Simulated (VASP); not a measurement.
Data:

```
Al3Ti
1.0
    3.90852     0.00000     0.00000
    0.00000     3.90852     0.00000
    0.00000     0.00000     3.90852
Ti Al
1 3
Direct
  0.00000   0.00000   0.00000
  0.50000   0.50000   0.00000
  0.00000   0.50000   0.50000
  0.50000   0.00000   0.50000
```

The numbers are results of LDA (Ceperley-Alder, Perdew-Zunger), VASP's LDA PAW potentials (set 64) (plane waves; VASP), not measurements. Settings: 400 eV cut-off, 9×9×9 Γ-centred mesh, tetrahedra with Blöchl corrections, potentials Ti_sv Al.

Question: Estimate the energy per atom (σ→0), band gap (on the k-mesh) with the smallest direct gap where there is one.

Answer: 
| Quantity | Result |
|---|---|
| band gap (on the k-mesh) | none (metal, semimetal or under 0.01 eV) |
| energy per atom (σ→0) | -5.674 eV/atom |

Total energies compare only between runs with the same potentials, cut-off and functional.

The structure comes from a computed database's TiAl3 entry (Pm-3m); how it stands against other phases isn't given here. It was relaxed first. The electron count is odd and the run is not spin-polarised, which forces a metal.
